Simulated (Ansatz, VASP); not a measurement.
## Cross-check of Ge between VASP and Ansatz

Wanted: the spread between two codes on one cell, functional and k mesh. The cell is taken from a series of runs on this material, whose earlier steps may have relaxed, scaled, displaced or heated it; both programs get it as it stands.

Calculated with Ansatz 0.2.0; plane waves, with VASP 6.6.1 beside it; relaxation of cell and atoms at r2SCAN.

## 1. The structure

It takes space group Fd-3m (No. 227, cubic). The conventional cell has a = 5.673 Å, b = 5.673 Å, c = 5.673 Å, α = 90.00°, β = 90.00°, γ = 90.00°. Nearest to Ge lie 4 Ge at 2.46 Å.

## 2. VASP: relaxation of cell and atoms, r2SCAN

The relaxed volume is the usual yardstick between codes: in a stiff, nearly cubic crystal its relative difference is about their pressure difference at one cell divided by the bulk modulus.

Lines of VASP's logs that name or quote its potential files are left out, and so is its time.

Input file INCAR:

```
SYSTEM = Ge
PREC = Accurate
ENCUT = 550
EDIFF = 1E-07
NELM = 120
ISMEAR = 0
SIGMA = 0.01
LREAL = .FALSE.
ALGO = Normal
METAGGA = R2SCAN
LASPH = .TRUE.
NBANDS = 20
LORBIT = 11
LWAVE = .FALSE.
LCHARG = .FALSE.
ISIF = 3
IBRION = 2
NSW = 80
EDIFFG = -0.005
GGA_COMPAT = .FALSE.
NELMIN = 4
EFERMI = MIDGAP
LMIXTAU = .TRUE.
```

Input file POSCAR:

```
Ge
1.0
    0.0000000000      2.8364010000      2.8364010000
    2.8364010000      0.0000000000      2.8364010000
    2.8364010000      2.8364010000      0.0000000000
Ge
2
Direct
    0.0000000440      0.0000000440      0.0000002203
    0.2500000440      0.2500000440      0.2500002203
```

Input file KPOINTS:

```
Automatic mesh
0
Gamma
10 10 10
0 0 0
```

PAW data sets: Ge_d (PBE family, release 64).

Command:

```sh
$ mpirun -np 1 vasp_std
```

Numbers of over 12 decimals in the logs are rounded to 6 here.

What it wrote:

```text
[banner, memory and clock lines left out]
running    1 mpi-ranks, on    1 nodes
 distrk:  each k-point on    1 cores,    1 groups
 distr:  one band on    1 cores,    1 groups

 POSCAR found type information on POSCAR Ge
 POSCAR found :  1 types and       2 ions
|                                                                             |
|               ----> ADVICE to this user running VASP <----                  |
|                                                                             |
|     You enforced a specific xc type in the INCAR file but a different       |
|     [... a line on the potential file left out ...]
|     I HOPE YOU KNOW WHAT YOU ARE DOING!                                     |
|                                                                             |

 LDA part: xc-table for (None), standard interpolation
 POSCAR, INCAR and KPOINTS ok, starting setup
 FFT: planning ... GRIDC
 FFT: planning ... GRID_SOFT
 FFT: planning ... GRID
 WAVECAR not read
 entering main loop
       N       E                     dE             d eps       ncg     rms          rms(c)
DAV:   1     0.169271247153E+03    0.16927E+03   -0.15610E+04  2008   0.402E+03
DAV:   2    -0.326206365426E+01   -0.17253E+03   -0.16766E+03  1880   0.634E+02
DAV:   3    -0.295409104379E+02   -0.26279E+02   -0.26079E+02  2108   0.152E+02
DAV:   4    -0.304210825188E+02   -0.88017E+00   -0.87953E+00  2120   0.322E+01
DAV:   5    -0.304368231533E+02   -0.15741E-01   -0.15740E-01  2104   0.469E+00    0.333E+00
DAV:   6    -0.277482422328E+02    0.26886E+01   -0.36581E-01  2060   0.108E+01    0.194E+00
DAV:   7    -0.279941478931E+02   -0.24591E+00   -0.32068E-01  2488   0.855E+00    0.333E-01
DAV:   8    -0.277490223127E+02    0.24513E+00   -0.11979E-01  2104   0.496E+00    0.122E-01
DAV:   9    -0.277403630888E+02    0.86592E-02   -0.55042E-03  2004   0.791E-01    0.106E-01
DAV:  10    -0.277097045780E+02    0.30659E-01   -0.22447E-02  1952   0.194E+00    0.695E-02
DAV:  11    -0.277425692947E+02   -0.32865E-01   -0.12274E-02  1880   0.842E-01    0.243E-02
DAV:  12    -0.277431120948E+02   -0.54280E-03   -0.23306E-04  2056   0.174E-01    0.152E-02
DAV:  13    -0.277431532011E+02   -0.41106E-04   -0.10172E-04  2060   0.125E-01    0.682E-03
DAV:  14    -0.277431699354E+02   -0.16734E-04   -0.21694E-05  1972   0.395E-02    0.429E-03
DAV:  15    -0.277431788098E+02   -0.88744E-05   -0.85775E-06  2012   0.200E-02    0.151E-03
DAV:  16    -0.277431864865E+02   -0.76767E-05   -0.33022E-06  1952   0.190E-02    0.779E-04
DAV:  17    -0.277431890602E+02   -0.25737E-05   -0.29145E-07  1660   0.621E-03    0.567E-04
DAV:  18    -0.277431893744E+02   -0.31419E-06   -0.31421E-07  1596   0.503E-03    0.218E-04
DAV:  19    -0.277431895391E+02   -0.16468E-06   -0.11992E-08  1200   0.149E-03    0.114E-04
DAV:  20    -0.277431892053E+02    0.33381E-06   -0.36752E-09  1084   0.790E-04    0.127E-04
DAV:  21    -0.277431892161E+02   -0.10879E-07   -0.23163E-09  1048   0.513E-04
   1 F= -.27743189E+02 E0= -.27743189E+02  d E =-.277432E+02
 curvature:   0.00 expect dE= 0.000E+00 dE for cont linesearch  0.000E+00
 trial: gam= 0.00000 g(F)=  0.170E-41 g(S)=  0.205E-03 ort = 0.000E+00 (trialstep = 0.100E+01)
 search vector abs. value=  0.205E-03
 bond charge predicted
       N       E                     dE             d eps       ncg     rms          rms(c)
DAV:   1    -0.277476707457E+02   -0.44815E-02   -0.58652E-02  2580   0.485E+00    0.394E-01
DAV:   2    -0.277443813754E+02    0.32894E-02   -0.38595E-03  2464   0.125E+00    0.200E-01
DAV:   3    -0.277432300360E+02    0.11513E-02   -0.17174E-03  2472   0.738E-01    0.458E-02
DAV:   4    -0.277431429280E+02    0.87108E-04   -0.18119E-04  2340   0.244E-01    0.155E-02
DAV:   5    -0.277431396936E+02    0.32343E-05   -0.66572E-05  1892   0.878E-02    0.522E-03
DAV:   6    -0.277431709129E+02   -0.31219E-04   -0.69015E-05  1896   0.871E-02    0.331E-03
DAV:   7    -0.277432179432E+02   -0.47030E-04   -0.16785E-05  1900   0.399E-02    0.138E-03
DAV:   8    -0.277432190182E+02   -0.10750E-05   -0.14892E-07  1780   0.565E-03    0.123E-04
DAV:   9    -0.277432190038E+02    0.14378E-07   -0.16492E-08  1040   0.155E-03
   2 F= -.27743219E+02 E0= -.27743219E+02  d E =-.297877E-04
 trial-energy change:   -0.000030  1 .order   -0.000058   -0.000205    0.000088
 step:   0.5549(harm=  0.6990)  dis= 0.00000  next Energy=   -27.743241 (dE=-0.519E-04)
 bond charge predicted
       N       E                     dE             d eps       ncg     rms          rms(c)
DAV:   1    -0.277441122403E+02   -0.89322E-03   -0.11540E-02  2576   0.213E+00    0.175E-01
DAV:   2    -0.277434748341E+02    0.63741E-03   -0.76750E-04  2468   0.560E-01    0.890E-02
DAV:   3    -0.277432592771E+02    0.21556E-03   -0.33596E-04  2472   0.327E-01    0.206E-02
DAV:   4    -0.277432346039E+02    0.24673E-04   -0.35619E-05  2332   0.108E-01    0.684E-03
DAV:   5    -0.277432305121E+02    0.40918E-05   -0.12667E-05  1896   0.384E-02    0.233E-03
DAV:   6    -0.277432353595E+02   -0.48474E-05   -0.12934E-05  1888   0.377E-02    0.142E-03
DAV:   7    -0.277432437440E+02   -0.83844E-05   -0.31759E-06  1904   0.175E-02    0.563E-04
DAV:   8    -0.277432434199E+02    0.32405E-06   -0.27777E-08  1332   0.232E-03    0.642E-05
DAV:   9    -0.277432434107E+02    0.92705E-08   -0.34102E-09   996   0.668E-04
   3 F= -.27743243E+02 E0= -.27743243E+02  d E =-.541945E-04
 curvature:  -0.27 expect dE=-0.101E-05 dE for cont linesearch -0.101E-05
 trial: gam=-0.11701 g(F)=  0.403E-41 g(S)=  0.375E-05 ort = 0.277E-04 (trialstep = 0.911E+00)
 search vector abs. value=  0.687E-07
 reached required accuracy - stopping structural energy minimisation
```

Parts of OUTCAR (step 2):

```text
ion  position               nearest neighbor table
   1  0.000  0.000  0.000-   2 2.46   2 2.46   2 2.46   2 2.46
   2  0.250  0.250  0.250-   1 2.46   1 2.46   1 2.46   1 2.46

  LATTYP: Found a face centered cubic cell.
 ALAT       =     5.6728020000

 Subroutine GETGRP returns: Found 48 space group operations
 (whereof 24 operations were pure point group operations)

The static configuration has the point symmetry T_d .
 The point group associated with its full space group is O_h .

 Found     47 irreducible k-points:

   k-points           NKPTS =     47   k-points in BZ     NKDIM =     47   number of bands    NBANDS=     20

   dimension x,y,z NGX =    32 NGY =   32 NGZ =   32
   dimension x,y,z NGXF=    64 NGYF=   64 NGZF=   64

   ENCUT  =  550.0 eV  40.42 Ry    6.36 a.u.   7.67  7.67  7.67*2*pi/ulx,y,z

   NELECT =      28.0000    total number of electrons

 k-points in reciprocal lattice and weights: Automatic mesh
   0.00000000  0.00000000  0.00000000       0.001
   0.10000000  0.00000000  0.00000000       0.008
   0.20000000  0.00000000  0.00000000       0.008
   0.30000000  0.00000000  0.00000000       0.008
   0.40000000  0.00000000  0.00000000       0.008
   0.50000000  0.00000000  0.00000000       0.004
   0.10000000  0.10000000  0.00000000       0.006
   0.20000000  0.10000000  0.00000000       0.024
   0.30000000  0.10000000  0.00000000       0.024
[...]
-0.30000000  0.40000000  0.20000000       0.024
  -0.30000000  0.50000000  0.20000000       0.012

 average (electrostatic) potential at core
       1 -79.5362       2 -79.5362

 E-fermi :   4.8562

 k-point     1 :       0.0000    0.0000    0.0000
  band No.  band energies     occupation
    ...
     10     -20.5077      2.00000
     11      -8.5227      2.00000
     12       4.7024      2.00000
     13       4.7024      2.00000
     14       4.7024      2.00000
     15       5.0099      0.00000
     16       7.4121      0.00000
     17       7.4122      0.00000
     18       7.4122      0.00000
     19      11.7367      0.00000
    ...

 k-point     2 :       0.1000    0.0000    0.0000
  band No.  band energies     occupation
    ...
     10     -20.5017      2.00000
     11      -8.3957      2.00000
     12       2.8636      2.00000
     13       4.4636      2.00000
     14       4.4636      2.00000
     15       5.9403      0.00000
     16       7.7326      0.00000
     17       7.7326      0.00000
     18       8.0685      0.00000
     19      12.3534      0.00000
    ...

 k-point     3 :       0.2000    0.0000    0.0000
  band No.  band energies     occupation
    ...
     10     -20.4934      2.00000
     11      -8.0221      2.00000
     12       0.8336      2.00000
     13       4.0033      2.00000
     14       4.0033      2.00000
     15       5.7768      0.00000
     16       8.3251      0.00000
     17       8.3251      0.00000
     18       9.7862      0.00000
     19      13.3255      0.00000
    ...

  Total        0.0071957      0.0071957      0.0071957      0.0000000      0.0000000      0.0000000
  in kB        0.2520713      0.2520713      0.2520713      0.0000000      0.0000000      0.0000000
  external PRESSURE =       0.2520713 kB  Pullay stress =       0.0000000 kB

  energy-cutoff  :      550.00
  volume of cell :       45.74
      direct lattice vectors                 reciprocal lattice vectors
    -0.000000000  2.838419747  2.838419747    -0.176154355  0.176154355  0.176154355
     2.838419747  0.000000000  2.838419747     0.176154355 -0.176154355  0.176154355
     2.838419747  2.838419747 -0.000000000     0.176154355  0.176154355 -0.176154355

 POSITION                                       TOTAL-FORCE (eV/Angst)
 -----------------------------------------------------------------------------------
      0.00000      0.00000      0.00000         0.000000      0.000000      0.000000
      1.41921      1.41921      1.41921        -0.000000     -0.000000     -0.000000
 -----------------------------------------------------------------------------------
    total drift:                               -0.000340     -0.000340      0.000111

  FREE ENERGIE OF THE ION-ELECTRON SYSTEM (eV)
  ---------------------------------------------------
  free  energy   TOTEN  =       -27.7432434107 eV

  energy  without entropy=      -27.7432434107  energy(sigma->0) =      -27.74324341

 reached required accuracy - stopping structural energy minimisation

 total charge
# of ion       s       p       d       tot
------------------------------------------
    1        1.104   1.282  10.021  12.407
    2        1.104   1.282  10.021  12.407
--------------------------------------------------
tot          2.208   2.564  20.042  24.814

[... 3 further parts left out ...]
```

The run keeps the 48 symmetry operations of its start, so it cannot find a distortion of lower symmetry.

## 3. Ansatz: relaxation of cell and atoms, r2SCAN

Ansatz runs on its PAW soft_1 files.

The same cell, functional and mesh now go to Ansatz, which takes its cutoff from its data sets.

Input file input.yaml:

```yaml
crystal:
  lattice:
    - [0.0, 2.8364011076, 2.8364011076]
    - [2.8364011076, 0.0, 2.8364011076]
    - [2.8364011076, 2.8364011076, 0.0]
  atoms:
    - { symbol: Ge, position: [0.0, 0.0, 0.0] }
    - { symbol: Ge, position: [0.25, 0.25, 0.25] }
kpoints:
  mp_grid: { grid: [10, 10, 10] }
hamiltonian:
  xc: r2scan
  pseudopotentials: { kind: paw, azcp: { folder: soft_1 } }
scf:
  occupations: { method: fixed }
output:
  forces: true
  stress: true
  eigenvalues: true
relax:
  adjacent_minimum: "off"
  f_tol: 0.001
  max_steps: 60
  cell: { stress_tol: 0.01 }
```

Command:

```sh
$ ansatz run input.yaml --threads 4 --pin off --max-ram 16384MiB --backend cpu --events-out ev --progress --plain --runs-dir out
```

What it wrote:

```text
Engine: ansatz 0.2.0, aarch64-unknown-linux-gnu
Pseudopotentials: kind: paw
Pseudopotential: Ge, paw, valence charge 14, recommended cutoff 500 eV (meta_gga), soft_1/Ge.paw.azcp
Functional definition: r2SCAN
  parameter k0 = 0.174
  parameter k1 = 0.065
  parameter a1 = 4.9479
  exchange = r2scan_x(k0 = k0, k1 = k1, a1 = a1)
  correlation = r2scan_c
Crystal: 2 atoms, lattice volume = 45.639 Å³
Basis set: ecut = 500 eV, 1139 PW (Γ), exchange–correlation on 120×120×120 points (64 copies of the dense FFT grid, shifted against one another)
Bands: 18, of which v1, the nominal top of the filled ones, is band 14 counted from 1 (13 counted from 0)
Symmetry: 48 space group operations
Space group: Fd-3m (ITA 227), of the structure as read, at distance tolerance 3.6e-5 Å
k-points: 47 of 1000
Non-local potential: Ge, projectors of the file, l = 0: 2, l = 1: 2, l = 2: 3, l = 3: 1
PAW form: soft (Blöchl's): semilocal exchange-correlation on the pseudo side does not see the compensation charge
PAW frozen core: Ge, regenerated for the run's functional (the file was generated under x = pbe(κ = 0.804, μ = 0.219515), c = pbe(β = 0.066725))
PAW one-centre angular grid: Ge, 590 points (default); XC on 160 Gauss nodes
Initial density: superposition of atomic densities (chi_scale 0.1, normalization cell)
Initial wavefunctions: pseudopotential atomic-orbital guess
Functional: x = r2scan, c = r2scan; τ floored in thin density (d = 2e-4 eV/Å³)
iter 1 solved again at ethr=1.71e-3 eV; its pass at ethr=3.10e-3 eV (dr2=4.78e-1 eV) is discarded
SCF iter   1: F=—  HF=-8605.758714 eV  |F-HF|=—  |Δ(HF+E_count)|=         —  Δρ=3.74e-2  dr2=4.78e-1  dr2_τ=4.49e-3  ethr=1.71e-3  ⟨swp⟩=1.0  Hψ=4709  notcnv=0  defer=21
preconditioner: auto → none  [insulator: Δε(μ)=0.091 eV  Ē_g=24.309 eV  n_scr=14 (ndim 8)  ℏωp=29.1 eV  f_vac=0.000  ε∞_Penn≈2.4]
SCF iter   2: F=—  HF=-8605.799593 eV  |F-HF|=—  |Δ(HF+E_count)|=   4.09e-2  Δρ=1.90e-2  dr2=1.02e-1  dr2_τ=6.83e-4  ethr=1.71e-3  ⟨swp⟩=2.1  Hψ=960  notcnv=0  defer=84
SCF iter   3: F=—  HF=-8605.830619 eV  |F-HF|=—  |Δ(HF+E_count)|=   3.10e-2  Δρ=3.05e-3  dr2=1.87e-3  dr2_τ=3.49e-5  ethr=3.64e-4  ⟨swp⟩=3.0  Hψ=1608  notcnv=0  defer=87
SCF iter   4: F=—  HF=-8605.828646 eV  |F-HF|=—  |Δ(HF+E_count)|=   1.97e-3  Δρ=6.36e-4  dr2=6.47e-5  dr2_τ=9.27e-7  ethr=6.67e-6  ⟨swp⟩=2.6  Hψ=1643  notcnv=0  defer=88
SCF iter   5: F=—  HF=-8605.828684 eV  |F-HF|=—  |Δ(HF+E_count)|=   3.84e-5  Δρ=1.22e-4  dr2=3.03e-6  dr2_τ=5.25e-8  ethr=2.31e-7  ⟨swp⟩=2.3  Hψ=1445  notcnv=0  defer=85
SCF iter   6: F=-8605.828685 eV  HF=-8605.828685 eV  |F-HF|=2.47e-9  |Δ(HF+E_count)|=   7.52e-7  Δρ=3.87e-6  dr2=2.45e-9  dr2_τ=7.75e-11  ethr=3.57e-10  ⟨swp⟩=6.6  Hψ=4711  notcnv=0
SCF 1 converged in 6 iterations: F = -8605.828685 eV  dr2 = 2.45e-9
  greatest PAW one-centre occupation: 0.998 electrons in one spin orbital (limit 2), on the Ge atom at site 1 (counted from 0), in its partial waves of l = 2
relax step   1: F+E_penalty+E_count = -8605.82868509 eV  Δ(F+E_penalty+E_count) = +0.000e0 eV  max|allowed force component| = 9.252e-18 eV/Å  Δτ_max = 0.0000 Å  P = +0.002 GPa  Ω = 45.639 Å³  (6 SCF iters, dr2 threshold 1.00e-7 eV, accepted)
Initial density: handed on by an earlier stage of this run
Initial wavefunctions: pseudopotential atomic-orbital guess (no wavefunctions were taken with the density)
iter 1 solved again at ethr=4.19e-8 eV; its pass at ethr=3.10e-3 eV (dr2=1.17e-5 eV) is discarded
SCF iter   1: F=—  HF=-8605.828685 eV  |F-HF|=—  |Δ(HF+E_count)|=         —  Δρ=3.88e-6  dr2=2.43e-9  dr2_τ=7.72e-11  ethr=4.19e-8  ⟨swp⟩=2.7  Hψ=5711  notcnv=0  defer=87
preconditioner: auto → none  [insulator: Δε(μ)=0.365 eV  Ē_g=24.268 eV  n_scr=14 (ndim 8)  ℏωp=29.1 eV  f_vac=0.074  ε∞_Penn≈2.4]
SCF iter   2: F=—  HF=-8605.828685 eV  |F-HF|=—  |Δ(HF+E_count)|=   4.83e-8  Δρ=2.01e-6  dr2=3.90e-10  dr2_τ=3.09e-11  ethr=8.67e-12  ⟨swp⟩=2.1  Hψ=1510  notcnv=0  defer=44
SCF iter   3: F=—  HF=-8605.828685 eV  |F-HF|=—  |Δ(HF+E_count)|=   1.18e-9  Δρ=7.17e-7  dr2=5.63e-11  dr2_τ=3.09e-12  ethr=1.39e-12  ⟨swp⟩=2.0  Hψ=1502  notcnv=0  defer=44
SCF iter   4: F=—  HF=-8605.828685 eV  |F-HF|=—  |Δ(HF+E_count)|=  2.04e-10  Δρ=7.52e-8  dr2=1.72e-12  dr2_τ=2.20e-14  ethr=2.01e-13 (applied; sched 1.00e-12)  ⟨swp⟩=3.0  Hψ=1507  notcnv=0  defer=44
SCF iter   5: F=-8605.828685 eV  HF=-8605.828685 eV  |F-HF|=5.46e-12  |Δ(HF+E_count)|=  5.46e-12  Δρ=1.15e-8  dr2=2.61e-14  dr2_τ=3.44e-16  ethr=1.00e-12  ⟨swp⟩=7.5  Hψ=3879  notcnv=0
SCF 2 converged in 5 iterations: F = -8605.828685 eV  dr2 = 2.61e-14
relax step   2: F+E_penalty+E_count = -8605.82868509 eV  Δ(F+E_penalty+E_count) = -1.131e-9 eV  max|allowed force component| = 1.156e-18 eV/Å  Δτ_max = 0.0000 Å  P = +0.002 GPa  Ω = 45.639 Å³  stress off target by 1.81e-3 GPa  SCF on the basis re-selected at this cell (its energy is not comparable with the rows above)  (5 SCF iters)
basis re-selected at this cell: Δ(F+E_penalty+E_count) = -1.131e-9 eV, ΔP = +0.000 GPa vs the last step (what re-selecting the basis moved, of the pressure what is left beyond the Pulay correction that the steps carried, after the strain that the cell walked since its last selection, with what the two solves' SCF thresholds leave and, on support functions, any second-order correction that the steps lacked; it is no m [...]
SCF converged after 5 iterations
Free energy (F): -8605.828685 eV
Harris-Foulkes:  -8605.828685 eV  (|F-HF|=5.46e-12)
Internal energy: -8605.828685 eV  (E = F + TS)
E sigma→0 (E₀):  -8605.828685 eV
Fermi energy:    8.240367 eV
--- Per-component energies (eV) ---
  E_band       = -321.472569
  E_kinetic    = 184.850567
  E_local      = -4513.881753  (includes V_loc(G=0)·N_el)
  E_nonlocal   = 436.691745
  E_hartree    = 2153.105031
  E_xc         = -131.727256
  E_vxc        = -136.636940  (∫ρ·V_xc dr)
  E_paw        = -4052.657667  (= ΣΔE_a)
  E_vpaw       = -605.862797  (= ΣTr[D̂ρ^β])
  E_aug_tail   = -0.000009  (compensation charges beyond the density's cutoff)
  E_vtau       = 7.156560  (kinetic-family band-sum trace: ∫τ·v_τ [+ j·A + Jᵃ·Aᵃ] dr)
  E_ewald      = -2680.037822
  E_core_change = -2.171521  (= ΣΔE_core)
  E_smearing   = -0.000000  (= −TS)
  E_closure    = 0.000000  (closes the sum)
  Σ components = -8605.828685   (vs F -8605.828685, Δ=0.00e0)
--- Forces (eV/Å), atoms counted from 1 ---
  atom   1  Ge    -0.00000000    -0.00000000     0.00000000
  atom   2  Ge    -0.00000000     0.00000000     0.00000000
  max |Σ_I F_I| component: 1.85e-17 eV/Å
--- Stress (GPa, compression-positive) ---
        0.001809       0.000000      -0.000000
        0.000000       0.001809       0.000000
       -0.000000      -0.000000       0.001809
  P = ⅓ Tr σ = 0.0018 GPa (0.018 kbar)
--- Band table (eV; the first three rows and the last of 47) ---
  k-point 0: bands = [... 10 lower, -4.9928, 8.2404, 8.2404, 8.2404, 8.6050, 10.9649, 10.9649, 10.9649]
  k-point 1: bands = [... 10 lower, -4.8657, 6.4166, 8.0017, 8.0017, 9.5160, 11.2856, 11.2856, 11.6254]
  k-point 2: bands = [... 10 lower, -4.4914, 4.3804, 7.5413, 7.5413, 9.3473, 11.8781, 11.8781, 13.3541]
  k-point 46: bands = [... 10 lower, -0.8471, -0.8471, 4.2922, 4.2922, 11.9252, 11.9252, 14.3762, 14.3762]
--- Relaxed structure (1 steps of the walk, 1 accepted, 1 SCFs on fresh bases) ---
  F+E_penalty+E_count = -8605.82868509 eV   max|allowed force component| = 1.156e-18 eV/Å   (the final SCF, on the basis selected at the relaxed cell)
  cell:  # Å, volume = 45.6387 Å³
    - [0.0, 2.8364011076, 2.8364011076]
    - [2.8364011076, 0.0, 2.8364011076]
    - [2.8364011076, 2.8364011076, 0.0]
  atoms:
    - { symbol: Ge, position: [0.0, 0.0, 0.0] }
    - { symbol: Ge, position: [0.25, 0.25, 0.25] }
```

In the SCF lines HF is the Harris–Foulkes energy and dr2 the Hartree energy of the density residual, in eV; the loop may stop once dr2 is under the threshold and the program's other checks hold. Hψ counts applications of the Hamiltonian.

## 4. Differences

Known differences besides the potentials themselves: VASP keeps PBE cores, Ansatz makes them for the functional; fixed occupations in Ansatz, narrow Gaussian smearing in VASP; the cutoff is 500 eV in Ansatz and 550 eV in VASP; Ansatz adds a Pulay correction to the stress that steers its cell, VASP none. Total energies have different zeros and are not compared.

Both answers:

```csv
quantity,Ansatz,VASP,difference
volume (Å³),45.64,45.74,-0.21 %
"edge a after relaxation, in the typed setting (Å)",4.011,4.014,-0.07 %
```

## 5. Results

```
difference in volume (relaxation of cell and atoms, r2SCAN) : -0.21 %
```

**Reading.** The difference in volume is -0.21 % (relaxation of cell and atoms, r2SCAN), within the 1.2 % picked in this series as the mark of a large difference, as far as the stopping tolerances let one tell. How closely two codes agree says nothing of how well the functional describes the real material.

[Lines on the potential files, build, host, timing and source positions are cut from VASP's logs without a mark.]

[Logs are printed without paths, hosts, clocks, repeated set-up lines and the standing remarks that a program may print on its own settings, such as how far it seeks lower states.]

[Hosts, paths, dates, database ids (printed as entryN), source tags and the programs' standing remarks are cut or masked in the printed files.]
